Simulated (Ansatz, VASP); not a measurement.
# ZnSe (tetragonal ZnSe monolayer) in two plane-wave programs, part 2 of 2

Wanted: the spread between two codes on one cell, functional and k mesh. Of the first pair: The structure shown is the start of the Ansatz relaxation below; VASP solves that cell, so the two are compared at the walk's first step.

VASP 6.6.1 and Ansatz 0.2.0.

So far: Set-up; Ansatz: relaxation, PBE with D3(BJ); VASP: single point, PBE with D3(BJ), start cell, pair 1.

## 4. Side by side

Known differences besides the potentials themselves: Ansatz cuts the interaction across the vacuum, VASP repeats the sheet with a dipole correction; the data sets hold 56 valence electrons in Ansatz (on its PAW soft_1 files) and 36 in VASP; the cutoff is 420 eV in Ansatz and 400 eV in VASP. Total energies have different zeros and are not compared.

Forces (eV/Å; atoms numbered as in POSCAR):

| atom | Ansatz x, y, z | VASP x, y, z |
| --- | --- | --- |
| Se1 | 0.000, 0.000, -2.004 | 0.000, 0.000, -2.071 |
| Se2 | 0.000, 0.000, 2.004 | 0.000, 0.000, 2.071 |
| Zn3 | 0.000, 0.000, 0.000 | 0.000, 0.000, 0.000 |
| Zn4 | 0.000, 0.000, 0.000 | 0.000, 0.000, 0.000 |

The forces differ by 27 meV/Å r.m.s., which is 3.2 % of the r.m.s. force of 0.845 eV/Å (both taken over all components). With vacuum in the cell, a pressure given here is an average over mostly empty space and none of the material.

## 5. What the set-up changes

Further runs change the set-up of one program: Ansatz's method, potentials or start, or VASP's data sets, cutoff or form of LDA. The table gives that difference for each run.

| run | r.m.s. force difference (meV/Å) |
| --- | --- |
| as above | 27 |
| VASP with the data sets Se and Zn_sv_GW and a cutoff of 530 eV | 20 |

## 6. Ansatz: relaxation, PBE with D3(BJ)

This run makes the geometry at which the two programs are then compared.

The structure compared here is the end of the Ansatz relaxation.

Contents of input.yaml:

```yaml
crystal:
  lattice:
    - [4.0, 0.0, 0.0]
    - [0.0, 4.0, 0.0]
    - [0.0, 0.0, 36.3857259733]
  atoms:
    - { symbol: Se, position: [0.5, 0.0, 0.4630936871] }
    - { symbol: Zn, position: [0.0, 0.0, 0.5] }
    - { symbol: Zn, position: [0.5, 0.5, 0.5] }
    - { symbol: Se, position: [0.0, 0.5, 0.5369063129] }
  periodic: [true, true, false]
kpoints:
  mp_grid: { grid: [8, 8, 1] }
hamiltonian:
  xc: pbe
  dispersion: d3bj
  pseudopotentials: { kind: paw, azcp: { folder: soft_1 } }
scf:
  occupations: { method: fermi_dirac, width: 0.05 }
  convergence: { dr2_threshold: 1.0e-09 }
relax:
  f_tol: 0.004
  max_steps: 90
  cell: {}
output:
  write_potential: true
  write_density: true
  volumetric_format: npy
```

Started as:

```
ansatz run input.yaml --threads 2 --pin off --max-ram 3072MiB --backend cpu --events-out ev --progress --plain --runs-dir out
```

Numbers of over 12 decimals in the logs are rounded to 6 here.

What it wrote:

```text
[...]
Crystal: 4 atoms, lattice volume = 582.172 Å³
Basis set: ecut = 420 eV, 11409 PW (Γ), exchange–correlation on 54×54×500 points (8 copies of the dense FFT grid, shifted against one another)
Bands: 34, of which v1, the nominal top of the filled ones, is band 28 counted from 1 (27 counted from 0)
Symmetry: 16 space group operations
[...]
--- Relaxed structure (5 steps of the walk, 5 accepted, 1 SCFs on fresh bases) ---
[...]
cell:  # Å, volume = 589.2760 Å³
    - [4.024332, 0, 0.0]
    - [0, 4.024332, 0.0]
    - [0.0, 0.0, 36.3857259733]
  atoms:
    - { symbol: Se, position: [0.500000, 0, 0.458377] }
    - { symbol: Zn, position: [0, 0, 0.5] }
    - { symbol: Zn, position: [0.500000, 0.500000, 0.5] }
    - { symbol: Se, position: [0, 0.500000, 0.541623] }
[key lines of the parts left out:]
SCF converged after 8 iterations
Free energy (F): -17579.307480 eV
Fermi energy:    -4.686345 eV
P = ½ c Tr σ = 0.0204 N/m
```

## 7. VASP: single point, PBE with D3(BJ), relaxed cell, pair 2

The same cell, functional, mesh and smearing now go to VASP, with its own data sets.

Contents of INCAR:

```
SYSTEM = ZnSe
PREC = Accurate
ENCUT = 400
EDIFF = 1E-06
NELM = 120
ISMEAR = -1
SIGMA = 0.05
LREAL = .FALSE.
ALGO = Normal
GGA = PE
IVDW = 12
NBANDS = 24
LORBIT = 11
LWAVE = .FALSE.
LCHARG = .FALSE.
ISIF = 2
LDIPOL = .TRUE.
IDIPOL = 3
DIPOL = 0.5 0.5 0.5
LVHAR = .TRUE.
LASPH = .TRUE.
GGA_COMPAT = .FALSE.
EFERMI = MIDGAP
NELMDL = -8
```

Contents of POSCAR:

```
ZnSe
1.0
    4.0243324429      0.0000000000      0.0000000000
    0.0000000000      4.0243324429      0.0000000000
    0.0000000000      0.0000000000     36.3857259733
Se Zn
2 2
Direct
    0.5000000000      0.0000000000      0.4583773334
    0.0000000000      0.5000000000      0.5416226666
    0.0000000000      0.0000000000      0.5000000000
    0.5000000000      0.5000000000      0.5000000000
```

Contents of KPOINTS:

```
Automatic mesh
0
Gamma
8 8 1
0 0 0
```

The projector-augmented-wave data sets are Se and Zn (PBE family, release 64).

Started as:

```
mpirun -np 1 vasp_std
```

What it wrote:

```text
[... set-up lines as in an earlier step ...]
 entering main loop
       N       E                     dE             d eps       ncg     rms          rms(c)
DAV:   1     0.189324433690E+03    0.18932E+03   -0.11360E+04   808   0.887E+02
DAV:   2     0.120849987490E+02   -0.17724E+03   -0.17293E+03   968   0.221E+02
DAV:   3    -0.113110331992E+02   -0.23396E+02   -0.23249E+02   864   0.775E+01
DAV:   4    -0.120448746358E+02   -0.73384E+00   -0.73282E+00   848   0.146E+01
[...]
DAV:  20    -0.114026419691E+02   -0.56401E-05   -0.16749E-07   640   0.172E-03    0.542E-04
DAV:  21    -0.114026462101E+02   -0.42410E-05   -0.10678E-07   624   0.123E-03    0.705E-04
DAV:  22    -0.114026471114E+02   -0.90128E-06   -0.28847E-08   640   0.762E-04
   1 F= -.12276085E+02 E0= -.12276085E+02  d E =-.197593E-10
```

Parts of OUTCAR (step 7):

```text
 Edisp (eV)   -0.87344

  Total       0.01654     0.01654     0.01250     0.00000     0.00000     0.00000
  in kB       0.04498     0.04498     0.03399     0.00000     0.00000     0.00000
  external pressure =        0.04 kB  Pullay stress =        0.00 kB

 POSITION                                       TOTAL-FORCE (eV/Angst)
 -----------------------------------------------------------------------------------
      2.01217      0.00000     16.67839         0.000000      0.000000     -0.045770
      0.00000      2.01217     19.70733         0.000000     -0.000000      0.045770
      0.00000      0.00000     18.19286         0.000000     -0.000000      0.000000
      2.01217      2.01217     18.19286        -0.000000     -0.000000      0.000000
 -----------------------------------------------------------------------------------
    total drift:                                0.000000      0.000000      0.000000

  FREE ENERGIE OF THE ION-ELECTRON SYSTEM (eV)
  ---------------------------------------------------
  free  energy   TOTEN  =       -12.2760852011 eV

  energy  without entropy=      -12.2760852011  energy(sigma->0) =      -12.27608520

[... 1 part as in an earlier step ...]

[... 2 further parts left out ...]
[key lines of the parts left out:]
E-fermi :  -3.6070
```

## 8. Comparison

What differs besides the data sets and the points named for the pairs above, as far as they apply: the data sets hold 56 valence electrons in Ansatz (on its PAW soft_1 files) and 36 in VASP. Total energies have different zeros and are not compared.

Both answers:

| quantity | Ansatz | VASP | difference |
| --- | --- | --- | --- |
| gap on the k mesh (eV) | 2.334 | 2.328 | +0.006 |

At this near-relaxed geometry the largest component of a force difference is 45 meV/Å. A gap on the mesh is an upper bound, since the band edges may lie between its points. With vacuum in the cell, a pressure given here is an average over mostly empty space and none of the material.

## 9. Summary of results

| Item | Value |
| --- | --- |
| r.m.s. force difference (single point, PBE with D3(BJ), start cell, pair 1) | 3.2 % of the r.m.s. force |
| r.m.s. force difference (single point, PBE with D3(BJ), relaxed cell, pair 2) | 19 meV/Å |

**Reading.** The r.m.s. force difference is 19 meV/Å (single point, PBE with D3(BJ), relaxed cell, pair 2), beyond the 12 meV/Å picked in this series as the mark of a large difference. The data sets hold unlike numbers of valence electrons (56 in Ansatz and 36 in VASP), so part of the differences comes from the potentials. Single point, PBE with D3(BJ), start cell, pair 1, VASP with the data sets Se and Zn_sv_GW and a cutoff of 530 eV: r.m.s. force difference goes from 27 to 20 meV/Å. What causes the difference of the single point, PBE with D3(BJ), relaxed cell, pair 2 pair stays open here. How closely two codes agree says nothing of how well the functional describes the real material.

[Lines on the potential files, build, host, timing and source positions are cut from VASP's logs without a mark.]

[Logs are printed without paths, hosts, clocks, repeated set-up lines and the standing remarks that a program may print on its own settings, such as how far it seeks lower states.]

[Hosts, paths, dates, database ids (printed as entryN), source tags and the programs' standing remarks are cut or masked in the printed files.]
